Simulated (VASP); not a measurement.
## Al: cell size and functional

How much does the relaxed cell of Al depend on the functional? The starting structure is a measured crystal structure from the Crystallography Open Database. The first relaxation on each setting starts from this cell expanded by 3 % in volume.

Program: VASP 6.6.1. Level of theory: Kohn-Sham DFT with plane waves and PAW; PBEsol, LDA, PBE, PBEsol + D3(BJ), r2SCAN, r2SCAN + rVV10, rev-vdW-DF2 and PBE + D3(BJ). Results are calculated unless marked as measured.

### 1. Starting point

It takes space group Fm-3m (No. 225, cubic). Conventional cell: a = 4.050 Å, b = 4.050 Å, c = 4.050 Å, α = 90.00°, β = 90.00°, γ = 90.00°. Nearest to Al lie 12 Al at 2.86 Å.

Coordinates:

```cif
data_structure
_symmetry_space_group_name_H-M 'Fm-3m'
_symmetry_Int_Tables_number 225
_cell_length_a 4.0499
_cell_length_b 4.0499
_cell_length_c 4.0499
_cell_angle_alpha 90.000
_cell_angle_beta 90.000
_cell_angle_gamma 90.000
_cell_volume 66.42
loop_
_atom_site_label
_atom_site_type_symbol
_atom_site_symmetry_multiplicity
_atom_site_Wyckoff_symbol
_atom_site_fract_x
_atom_site_fract_y
_atom_site_fract_z
_atom_site_occupancy
Al1 Al 4 a 0.00000 0.00000 0.00000 1
```

### 2. Relaxation with PBEsol

PBEsol restores the gradient expansion of exchange and is tuned for the cells of solids. This run starts from the cell of an earlier relaxation, which isn't shown; the restart sets up the plane waves anew.

INCAR

```
SYSTEM = Al
PREC = Accurate
ENCUT = 450
EDIFF = 1E-06
NELM = 100
ISMEAR = 1
SIGMA = 0.15
LREAL = .FALSE.
ALGO = Normal
GGA = PS
NBANDS = 7
LORBIT = 11
LWAVE = .FALSE.
LCHARG = .FALSE.
KPAR = 8
IBRION = 2
NSW = 50
ISIF = 3
EDIFFG = -0.006
```

POSCAR

```
Al
1.0
    0.0000000000      2.0079782968      2.0079782968
    2.0079782968      0.0000000000      2.0079782968
    2.0079782968      2.0079782968      0.0000000000
Al
1
Direct
    0.0000000000      0.0000000000      0.0000000000
```

KPOINTS

```
Automatic mesh
0
Gamma
18 18 18
0 0 0
```

Potentials, in the order of the species: Al (PBE family, release 64).

Launch:

```bash
$ mpirun -np 8 vasp_std
```

Log:

```text
[banner, memory and clock lines left out]
running    8 mpi-ranks, on    1 nodes
 distrk:  each k-point on    1 cores,    8 groups
 distr:  one band on    1 cores,    1 groups

 POSCAR found type information on POSCAR Al
 POSCAR found :  1 types and       1 ions
|                                                                             |
|           W    W    AA    RRRRR   N    N  II  N    N   GGGG   !!!           |
|           W    W   A  A   R    R  NN   N  II  NN   N  G    G  !!!           |
|           W    W  A    A  R    R  N N  N  II  N N  N  G       !!!           |
|           W WW W  AAAAAA  RRRRR   N  N N  II  N  N N  G  GGG   !            |
|           WW  WW  A    A  R   R   N   NN  II  N   NN  G    G                |
|           W    W  A    A  R    R  N    N  II  N    N   GGGG   !!!           |
|                                                                             |
|     For optimal performance we recommend to set                             |
|       NCORE = 2 up to number-of-cores-per-socket                            |
|     NCORE specifies how many cores store one orbital (NPAR=cpu/NCORE).      |
|     This setting can greatly improve the performance of VASP for DFT.       |
|     The default, NCORE=1 might be grossly inefficient on modern             |
|     multi-core architectures or massively parallel machines. Do your        |
|     Unfortunately you need to use the default for GW and RPA                |
|     calculations (for HF NCORE is supported but not extensively tested      |
|     yet).                                                                   |
|                                                                             |

|                                                                             |
|               ----> ADVICE to this user running VASP <----                  |
|                                                                             |
|     You enforced a specific xc type in the INCAR file but a different       |
|     [... a line on the potential file left out ...]
|     I HOPE YOU KNOW WHAT YOU ARE DOING!                                     |
|                                                                             |

 LDA part: xc-table for (Slater+PW92), standard interpolation
 POSCAR, INCAR and KPOINTS ok, starting setup
 FFT: planning ... GRIDC
 FFT: planning ... GRID_SOFT
 FFT: planning ... GRID
 WAVECAR not read
 entering main loop
       N       E                     dE             d eps       ncg     rms          rms(c)
DAV:   1    -0.274567105339E+01   -0.27457E+01   -0.81578E+02  2786   0.203E+02
DAV:   2    -0.411026020071E+01   -0.13646E+01   -0.13356E+01  3689   0.206E+01
DAV:   3    -0.411827498576E+01   -0.80148E-02   -0.79765E-02  3766   0.173E+00
DAV:   4    -0.411829106502E+01   -0.16079E-04   -0.16078E-04  4039   0.644E-02
DAV:   5    -0.411829107813E+01   -0.13106E-07   -0.13938E-07  3976   0.142E-03    0.143E+00
DAV:   6    -0.410111181598E+01    0.17179E-01   -0.21066E-03  3626   0.218E-01    0.811E-01
DAV:   7    -0.408950843067E+01    0.11603E-01   -0.57672E-03  3437   0.348E-01    0.171E-01
DAV:   8    -0.408949336013E+01    0.15071E-04   -0.22809E-05  4144   0.365E-02    0.107E-02
DAV:   9    -0.408949261997E+01    0.74016E-06   -0.35949E-07  3668   0.303E-03
   1 F= -.40894926E+01 E0= -.40891202E+01  d E =-.408949E+01
 curvature:   0.00 expect dE= 0.000E+00 dE for cont linesearch  0.000E+00
 trial: gam= 0.00000 g(F)=  0.805E-65 g(S)=  0.893E-08 ort = 0.000E+00 (trialstep = 0.100E+01)
 search vector abs. value=  0.903E-08
 reached required accuracy - stopping structural energy minimisation
```

Run time: 5.4 s. Hardware: 8 MPI ranks of AMD EPYC 7R43, shared host; peak memory 0.75 GiB.

The logs omit lines about the potential files and the build; timing stands in the text.

OUTCAR, selected parts (step 2):

```text
ion  position               nearest neighbor table
   1  0.000  0.000  0.000-

  LATTYP: Found a face centered cubic cell.
 ALAT       =     4.0159565936

 Subroutine GETGRP returns: Found 48 space group operations
 (whereof 48 operations were pure point group operations)

The static configuration has the point symmetry O_h .

 Found    195 irreducible k-points:

   k-points           NKPTS =    195   k-points in BZ     NKDIM =    195   number of bands    NBANDS=      7

   dimension x,y,z NGX =    20 NGY =   20 NGZ =   20
   dimension x,y,z NGXF=    40 NGYF=   40 NGZF=   40

   ENCUT  =  450.0 eV  33.07 Ry    5.75 a.u.   4.91  4.91  4.91*2*pi/ulx,y,z

   NELECT =       3.0000    total number of electrons

 k-points in reciprocal lattice and weights: Automatic mesh
   0.00000000  0.00000000  0.00000000       0.000
   0.05555556  0.00000000  0.00000000       0.001
   0.11111111  0.00000000  0.00000000       0.001
   0.16666667  0.00000000  0.00000000       0.001
   0.22222222  0.00000000  0.00000000       0.001
   0.27777778  0.00000000  0.00000000       0.001
   0.33333333  0.00000000  0.00000000       0.001
   0.38888889  0.00000000  0.00000000       0.001
   0.44444444  0.00000000  0.00000000       0.001
[...]
-0.27777778  0.44444444  0.22222222       0.004
  -0.27777778  0.50000000  0.22222222       0.002

 average (electrostatic) potential at core
       1 -72.0941

 E-fermi :   8.1384

 k-point     1 :       0.0000    0.0000    0.0000
  band No.  band energies     occupation
      1      -3.1130      2.00000
      2      20.8473      0.00000
      3      20.8473      0.00000
      4      20.8473      0.00000
      5      22.4816      0.00000
      6      22.4816      0.00000
    ...

 k-point     2 :       0.0556    0.0000    0.0000
  band No.  band energies     occupation
      1      -3.0280      2.00000
      2      19.3458      0.00000
      3      20.5534      0.00000
      4      20.5534      0.00000
      5      22.9088      0.00000
      6      22.9088      0.00000
    ...

 k-point     3 :       0.1111    0.0000    0.0000
  band No.  band energies     occupation
      1      -2.7735      2.00000
      2      17.1088      0.00000
      3      20.0540      0.00000
      4      20.0540      0.00000
      5      23.0821      0.00000
      6      23.7789      0.00000
    ...

  Total        0.0002484      0.0002484      0.0002484      0.0000000      0.0000000      0.0000000
  in kB        0.0245740      0.0245740      0.0245740      0.0000000      0.0000000      0.0000000
  external PRESSURE =       0.0245740 kB  Pullay stress =       0.0000000 kB

  energy-cutoff  :      450.00
  volume of cell :       16.19
      direct lattice vectors                 reciprocal lattice vectors
     0.000000000  2.007978297  2.007978297    -0.249006675  0.249006675  0.249006675
     2.007978297  0.000000000  2.007978297     0.249006675 -0.249006675  0.249006675
     2.007978297  2.007978297  0.000000000     0.249006675  0.249006675 -0.249006675

 POSITION                                       TOTAL-FORCE (eV/Angst)
 -----------------------------------------------------------------------------------
      0.00000      0.00000      0.00000         0.000000      0.000000      0.000000
 -----------------------------------------------------------------------------------
    total drift:                               -0.000000     -0.000000     -0.000000

  FREE ENERGIE OF THE ION-ELECTRON SYSTEM (eV)
  ---------------------------------------------------
  free  energy   TOTEN  =        -4.0894926200 eV

  energy  without entropy=       -4.0883752908  energy(sigma->0) =       -4.08912018

 reached required accuracy - stopping structural energy minimisation

 total charge
# of ion       s       p       d       tot
------------------------------------------
    1        0.428   0.347   0.000   0.775

[... 3 further parts left out ...]
```

CONTCAR:

```
Al
   1.00000000000000
     0.0000000000000000    2.0079782968000002    2.0079782968000002
     2.0079782968000002    0.0000000000000000    2.0079782968000002
     2.0079782968000002    2.0079782968000002    0.0000000000000000
  Al
     1
Direct
     0.0000000000000000    0.0000000000000000    0.0000000000000000
```

This run has no spin polarisation. Its electron count is odd, so without a moment it is a metal by construction. The PAW data sets were made with PBE, which is usual practice but a small mismatch for other functionals. The run keeps the 48 symmetry operations of its start, so it cannot find a distortion of lower symmetry.

With PBEsol the relaxed cell holds 16.192 Å³ an atom, -2.49 % against the measured cell, with a = 4.016 Å. Pressures at 0.985 and 1.015 times this volume, from two more relaxations that aren't shown, give a bulk modulus of 80.8 GPa.

### 3. Relaxation with LDA

LDA, the lowest rung, knows the local density alone. This run starts from the cell of an earlier relaxation, which isn't shown; the restart sets up the plane waves anew.

INCAR: that of step 2 with these lines changed.

```diff
@@ -9,3 +9,3 @@
 ALGO = Normal
-GGA = PS
+GGA = CA
 NBANDS = 7
```

POSCAR

```
Al
1.0
    0.0000000000      1.9923318031      1.9923318031
    1.9923318031      0.0000000000      1.9923318031
    1.9923318031      1.9923318031      0.0000000000
Al
1
Direct
    0.0000000000      0.0000000000      0.0000000000
```

KPOINTS is that of step 2.

The projector-augmented-wave data sets are Al (LDA family, release 64).

Launch:

```bash
$ mpirun -np 8 vasp_std
```

Log:

```text
[banner, memory and clock lines left out]
running    8 mpi-ranks, on    1 nodes
[...]
[... a notice as in an earlier step ...]

 LDA part: xc-table for (Slater(with rela. corr.)+CA(PZ))
 , standard interpolation
 POSCAR, INCAR and KPOINTS ok, starting setup
[...]
entering main loop
       N       E                     dE             d eps       ncg     rms          rms(c)
DAV:   1    -0.283582353388E+01   -0.28358E+01   -0.83635E+02  2856   0.206E+02
DAV:   2    -0.421097968466E+01   -0.13752E+01   -0.13538E+01  3647   0.208E+01
DAV:   3    -0.421887385141E+01   -0.78942E-02   -0.78784E-02  3738   0.169E+00
DAV:   4    -0.421888460663E+01   -0.10755E-04   -0.10755E-04  4116   0.564E-02
DAV:   5    -0.421888461087E+01   -0.42350E-08   -0.31623E-08  3731   0.766E-04    0.144E+00
DAV:   6    -0.420081668282E+01    0.18068E-01   -0.23650E-03  3591   0.221E-01    0.810E-01
DAV:   7    -0.418910824348E+01    0.11708E-01   -0.59322E-03  3423   0.344E-01    0.168E-01
DAV:   8    -0.418908423682E+01    0.24007E-04   -0.21063E-05  4221   0.334E-02    0.148E-02
DAV:   9    -0.418908401205E+01    0.22477E-06   -0.13318E-07  3640   0.186E-03
   1 F= -.41890840E+01 E0= -.41886962E+01  d E =-.418908E+01
[...]
reached required accuracy - stopping structural energy minimisation
```

Elapsed: 5 s, on 8 MPI ranks; peak memory 0.68 GiB; 33 s of CPU time.

From OUTCAR (step 3):

```text
  Total        0.0005007      0.0005007      0.0005007     -0.0000000     -0.0000000      0.0000000
  in kB        0.0507217      0.0507217      0.0507217     -0.0000000     -0.0000000      0.0000000
  external PRESSURE =       0.0507217 kB  Pullay stress =       0.0000000 kB

 POSITION                                       TOTAL-FORCE (eV/Angst)
 -----------------------------------------------------------------------------------
      0.00000      0.00000      0.00000         0.000000      0.000000      0.000000
 -----------------------------------------------------------------------------------
    total drift:                                0.000000     -0.000000     -0.000000

  FREE ENERGIE OF THE ION-ELECTRON SYSTEM (eV)
  ---------------------------------------------------
  free  energy   TOTEN  =        -4.1890840121 eV

  energy  without entropy=       -4.1879205368  energy(sigma->0) =       -4.18869619

[... 2 parts as in an earlier step ...]

[... 2 further parts left out ...]
[key lines of the parts left out:]
E-fermi :   8.2292
```

With LDA the relaxed cell holds 15.817 Å³ an atom, -4.75 % against the measured cell, with a = 3.985 Å. That is -2.32 % from PBEsol. Pressures at 0.985 and 1.015 times this volume, from two more relaxations that aren't shown, give a bulk modulus of 82.6 GPa.

### 4. Relaxation with PBE

PBE, the usual starting point, adds the gradient of the density. This run starts from the cell of an earlier relaxation, which isn't shown; the restart sets up the plane waves anew.

INCAR: that of step 3 with these lines changed.

```diff
@@ -9,3 +9,3 @@
 ALGO = Normal
-GGA = CA
+GGA = PE
 NBANDS = 7
```

POSCAR

```
Al
1.0
    0.0000000000      2.0202826622      2.0202826622
    2.0202826622      0.0000000000      2.0202826622
    2.0202826622      2.0202826622      0.0000000000
Al
1
Direct
    0.0000000000      0.0000000000      0.0000000000
```

KPOINTS is that of step 3.

PAW data sets: Al (PBE family, release 64).

Launch:

```bash
$ mpirun -np 8 vasp_std
```

Log:

```text
[banner, memory and clock lines left out]
running    8 mpi-ranks, on    1 nodes
[...]
[... a notice as in an earlier step ...]

 LDA part: xc-table for (Slater+PW92), standard interpolation
 POSCAR, INCAR and KPOINTS ok, starting setup
[...]
entering main loop
       N       E                     dE             d eps       ncg     rms          rms(c)
DAV:   1    -0.235010907641E+01   -0.23501E+01   -0.83927E+02  2793   0.207E+02
DAV:   2    -0.375774517177E+01   -0.14076E+01   -0.13531E+01  3689   0.203E+01
DAV:   3    -0.376581337994E+01   -0.80682E-02   -0.80621E-02  3647   0.173E+00
DAV:   4    -0.376583037914E+01   -0.16999E-04   -0.16998E-04  4200   0.684E-02
[...]
DAV:   8    -0.374336359707E+01    0.43160E-05   -0.16207E-05  4137   0.320E-02    0.757E-03
DAV:   9    -0.374336209801E+01    0.14991E-05   -0.85559E-07  3745   0.459E-03    0.754E-04
DAV:  10    -0.374336173546E+01    0.36255E-06   -0.36247E-09  2534   0.465E-04
   1 F= -.37433617E+01 E0= -.37430350E+01  d E =-.374336E+01
[...]
reached required accuracy - stopping structural energy minimisation
```

Elapsed: 6 s, on 8 MPI ranks; peak memory 0.77 GiB; 40 s of CPU time.

OUTCAR, selected parts (step 4):

```text
  Total        0.0001678      0.0001678      0.0001678      0.0000000     -0.0000000     -0.0000000
  in kB        0.0163015      0.0163015      0.0163015      0.0000000     -0.0000000     -0.0000000
  external PRESSURE =       0.0163015 kB  Pullay stress =       0.0000000 kB

  FREE ENERGIE OF THE ION-ELECTRON SYSTEM (eV)
  ---------------------------------------------------
  free  energy   TOTEN  =        -3.7433617355 eV

  energy  without entropy=       -3.7423814944  energy(sigma->0) =       -3.74303499

[... 3 parts as in an earlier step ...]

[... 2 further parts left out ...]
[key lines of the parts left out:]
E-fermi :   7.9971
```

With PBE the relaxed cell holds 16.492 Å³ an atom, -0.69 % against the measured cell, with a = 4.041 Å. That is +1.85 % from PBEsol. Pressures at 0.985 and 1.015 times this volume, from two more relaxations that aren't shown, give a bulk modulus of 76.7 GPa.

### 5. Relaxation with PBEsol + D3(BJ)

D3 with Becke-Johnson damping keeps a finite attraction at short range. This run starts from the cell of an earlier relaxation, which isn't shown; the restart sets up the plane waves anew.

INCAR: that of step 4 with these lines changed.

```diff
@@ -9,3 +9,4 @@
 ALGO = Normal
-GGA = PE
+GGA = PS
+IVDW = 12
 NBANDS = 7
```

POSCAR

```
Al
1.0
    0.0000000000      1.9814057531      1.9814057531
    1.9814057531      0.0000000000      1.9814057531
    1.9814057531      1.9814057531      0.0000000000
Al
1
Direct
    0.0000000000      0.0000000000      0.0000000000
```

KPOINTS is that of step 4.

Launch:

```bash
$ mpirun -np 8 vasp_std
```

Log:

```text
[banner, memory and clock lines left out]
running    8 mpi-ranks, on    1 nodes
[...]
[... a notice as in an earlier step ...]

 [... a notice as in an earlier step ...]

 LDA part: xc-table for (Slater+PW92), standard interpolation
 POSCAR, INCAR and KPOINTS ok, starting setup
[...]
entering main loop
       N       E                     dE             d eps       ncg     rms          rms(c)
DAV:   1    -0.278075190358E+01   -0.27808E+01   -0.79217E+02  2821   0.202E+02
DAV:   2    -0.410553600244E+01   -0.13248E+01   -0.12826E+01  3703   0.206E+01
DAV:   3    -0.411235373011E+01   -0.68177E-02   -0.68129E-02  3815   0.165E+00
DAV:   4    -0.411236669231E+01   -0.12962E-04   -0.12962E-04  4102   0.592E-02
DAV:   5    -0.411236670176E+01   -0.94556E-08   -0.99314E-08  3850   0.124E-03    0.151E+00
DAV:   6    -0.409467190460E+01    0.17695E-01   -0.18824E-03  3661   0.207E-01    0.854E-01
DAV:   7    -0.408270238755E+01    0.11970E-01   -0.52088E-03  3416   0.333E-01    0.183E-01
DAV:   8    -0.408268610390E+01    0.16284E-04   -0.22531E-05  4221   0.360E-02    0.179E-02
DAV:   9    -0.408268541284E+01    0.69106E-06   -0.30273E-07  3710   0.287E-03
   1 F= -.44196787E+01 E0= -.44193106E+01  d E =-.441968E+01
[...]
reached required accuracy - stopping structural energy minimisation
```

It took 5.6 s on 8 MPI ranks; peak memory 0.83 GiB.

From OUTCAR (step 5):

```text
 Edisp (eV)   -0.33699

  Total       0.00051     0.00051     0.00051     0.00000     0.00000    -0.00000
  in kB       0.05277     0.05277     0.05277     0.00000     0.00000    -0.00000
  external pressure =        0.05 kB  Pullay stress =        0.00 kB

 POSITION                                       TOTAL-FORCE (eV/Angst)
 -----------------------------------------------------------------------------------
      0.00000      0.00000      0.00000        -0.000000      0.000000      0.000000
 -----------------------------------------------------------------------------------
    total drift:                               -0.000000     -0.000000     -0.000000

  FREE ENERGIE OF THE ION-ELECTRON SYSTEM (eV)
  ---------------------------------------------------
  free  energy   TOTEN  =        -4.4196787094 eV

  energy  without entropy=       -4.4185743729  energy(sigma->0) =       -4.41931060

[... 2 parts as in an earlier step ...]

[... 2 further parts left out ...]
[key lines of the parts left out:]
E-fermi :   8.5708
```

With PBEsol + D3(BJ) the relaxed cell holds 15.558 Å³ an atom, -6.31 % against the measured cell, with a = 3.963 Å. That is -3.92 % from PBEsol. Pressures at 0.985 and 1.015 times this volume, from two more relaxations that aren't shown, give a bulk modulus of 89.7 GPa.

(Part 1 of 2 ends here.)

[Lines on the potential files, build, host, timing and source positions are cut from VASP's logs without a mark.]

[Logs are printed without paths, hosts, clocks, repeated set-up lines and the standing remarks that a program may print on its own settings, such as how far it seeks lower states.]

[Hosts, paths, dates, database ids (printed as entryN), source tags and the programs' standing remarks are cut or masked in the printed files.]
